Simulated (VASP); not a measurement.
VASP input:

POSCAR:
```
PbI2
1
    4.4564896374     0.0000000000     0.0000000000
   -2.2282448187     3.8594334605     0.0000000000
    0.0000000000     0.0000000000    13.7259817339
Pb I
2 4
Direct
  0.6666670000   0.3333330000   0.5000531313
  0.3333330000   0.6666670000   0.0000531313
  0.6666670000   0.3333330000   0.8634113794
  0.3333330000   0.6666670000   0.3634113794
  0.0000000000   0.0000000000   0.1365354893
  0.0000000000   0.0000000000   0.6365354893
```

**KPOINTS**
```
Regular mesh
0
gamma
  7 7 2
```

INCAR:
```
# general
SYSTEM  = PbI2
PREC    = Accurate
ENCUT   = 400
LREAL   = .FALSE.
LASPH   = .TRUE.

# electronic loop
EDIFF   = 1E-7
NELM    = 100
ALGO    = Normal
LMAXMIX = 4

# smearing
ISMEAR  = -5

# ions
ISIF    = 2

# output
LWAVE   = .FALSE.
LCHARG  = .TRUE.
LORBIT  = 11
NEDOS   = 601

# other
LEFG    = .TRUE.
```

POTCAR, in this order: Pb_d I (LDA.64 set). Program: vasp_std.

Write an equivalent input for Ansatz.

One equivalent input (not run):
Ansatz 0.2 input:
```yaml
crystal:
  lattice:
    - [4.4564896, 0.0000000, 0.0000000]
    - [-2.2282448, 3.8594335, 0.0000000]
    - [0.0000000, 0.0000000, 13.7259817]
  atoms:
    - { symbol: Pb, position: [0.6666670, 0.3333330, 0.5000531] }
    - { symbol: Pb, position: [0.3333330, 0.6666670, 0.0000531] }
    - { symbol: I, position: [0.6666670, 0.3333330, 0.8634114] }
    - { symbol: I, position: [0.3333330, 0.6666670, 0.3634114] }
    - { symbol: I, position: [0.0000000, 0.0000000, 0.1365355] }
    - { symbol: I, position: [0.0000000, 0.0000000, 0.6365355] }
kpoints:
  mp_grid: { grid: [7, 7, 2] }
hamiltonian:
  xc: lda
  pseudopotentials: { kind: paw }
scf:
  occupations: { method: tetrahedron }
  max_iter: 100
output: { forces: true, stress: true, eigenvalues: true }
```
What does not carry over: each code has its own PAW files, so the cut-off isn't converted (ENCUT is set for VASP's; basis.ecutwfc is left out, and Ansatz then takes the one that its files recommend); Ansatz stops its SCF on the density residual and VASP on the energy change (EDIFF); Ansatz's lda is the Perdew-Wang form, while the LDA potentials of VASP carry Perdew-Zunger's; the field gradients of LEFG aren't asked of the other code.

The structure comes from a computed database's PbI2 entry (P6_3mc); how it stands against other phases isn't given here. It was relaxed first, which changed the volume by -12 %.
